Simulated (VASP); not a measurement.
An input for Quantum ESPRESSO's pw.x (written as the equivalent of a VASP run, and not itself run):

```
&CONTROL
  calculation = 'scf'
  pseudo_dir = './pseudo'
  outdir = './out'
  tprnfor = .true.
  tstress = .true.
/
&SYSTEM
  ibrav = 0
  nat = 2
  ntyp = 2
  ecutwfc = 72
  occupations = 'smearing'
  smearing = 'gaussian'
  degauss = 0.009996
  input_dft = 'pz'
/
&ELECTRONS
  conv_thr = 7.3e-08
  electron_maxstep = 100
/
ATOMIC_SPECIES
  Ir 192.217 Ir.upf
  Y 88.906 Y.upf
CELL_PARAMETERS angstrom
     3.4000000    0.0000000    0.0000000
     0.0000000    3.4000000    0.0000000
     0.0000000    0.0000000    3.4000000
ATOMIC_POSITIONS crystal
  Ir   0.0000000  0.0000000  0.0000000
  Y    0.5000000  0.5000000  0.5000000
K_POINTS automatic
  13 13 13 0 0 0
```

Translate this input to VASP (INCAR, KPOINTS, POSCAR, choice of POTCAR).

Several could match; the one computed here: 
File KPOINTS:
```
Automatic mesh
0
Gamma
13 13 13
0 0 0
```

**INCAR**
```
SYSTEM = YIr
PREC = Accurate
ENCUT = 300
EDIFF = 1E-6
NELM = 100
ALGO = Normal
LREAL = .FALSE.
LASPH = .TRUE.
ISMEAR = 0
SIGMA = 0.136
LMAXMIX = 6
LWAVE = .FALSE.
LCHARG = .FALSE.
ISIF = 2
```

### POSCAR
```
YIr
1
    3.4000000000     0.0000000000     0.0000000000
    0.0000000000     3.4000000000     0.0000000000
    0.0000000000     0.0000000000     3.4000000000
Ir Y
1 1
Direct
  0.0000000000   0.0000000000   0.0000000000
  0.5000000000   0.5000000000   0.5000000000
```

POTCAR, in this order: Ir Y_sv (LDA.64 set). Program: vasp_std.

Limits of the translation: the potentials are each code's own (VASP's PAW set, PseudoDojo norm-conserving files in pw.x), so ENCUT and ecutwfc are chosen apart and not converted; conv_thr bounds pw.x's estimated SCF error, while EDIFF bounds the energy change between steps.

The structure comes from a measured YIr entry of the Crystallography Open Database, whose conditions weren't checked. The cell was not relaxed at this level.
